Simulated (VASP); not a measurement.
Cs3Cl2:

```xyz
5
Lattice="6.1854 0.0000 0.0000 0.0000 6.1854 0.0000 0.0000 0.0000 6.1854" Properties=species:S:1:pos:R:3 pbc="T T T"
Cs    0.0000    3.0927    3.0927
Cs    3.0927    0.0000    3.0927
Cs    3.0927    3.0927    0.0000
Cl    0.0000    0.0000    0.0000
Cl    3.0927    3.0927    3.0927
```

The cell was built by a generator and needn't be a form met in nature.

The cell isn't the ideal one: random cell by space group and Wyckoff sites (Pm-3m, No. 221).

- Program: VASP 6.6.1
- Task: relaxation of cell and atoms
- Functional: PBE
- Potentials or basis: VASP PAW PBE potentials, release 64 (Cs_sv, Cl)
- Cutoff: 600 eV
- k mesh: 4 × 4 × 4
- Occupations: gaussian, width 0.1 eV
- Spin: no spin polarisation

At the start: pressure 3.3 GPa; volume 47.33 Å³/atom.

Q: Where does the relaxation end?

A: Over 4 steps the energy falls by 123.9 meV/atom and the volume is 62.15 Å³/atom (+31.3 %); space group Pm-3m (No. 221, to 0.05 Å).

The path:
| step | energy change (eV) | largest force (eV/Å) | pressure (GPa) | volume (Å³) |
| --- | --- | --- | --- | --- |
| 1 | 0.0000 | 0.0000 | 3.30 | 236.65 |
| 2 | -0.4776 | 0.0000 | 1.25 | 271.60 |
| 3 | -0.6096 | 0.0000 | 0.27 | 300.96 |
| 4 | -0.6193 | 0.0000 | 0.05 | 310.76 |

Final structure:
```yaml
crystal:
  lattice:
    - [6.77342, 0.00000, 0.00000]
    - [0.00000, 6.77342, 0.00000]
    - [0.00000, 0.00000, 6.77342]
  atoms:
    - { symbol: Cs, position: [0.00000, 0.50000, 0.50000] }
    - { symbol: Cs, position: [0.50000, 0.00000, 0.50000] }
    - { symbol: Cs, position: [0.50000, 0.50000, 0.00000] }
    - { symbol: Cl, position: [0.00000, 0.00000, 0.00000] }
    - { symbol: Cl, position: [0.50000, 0.50000, 0.50000] }
```

Caveat: the volume moved by over 15 % at a fixed basis, so the end points are rough; an odd number of electrons without spin polarisation forces a metal; a magnetic or distorted state may lie lower.
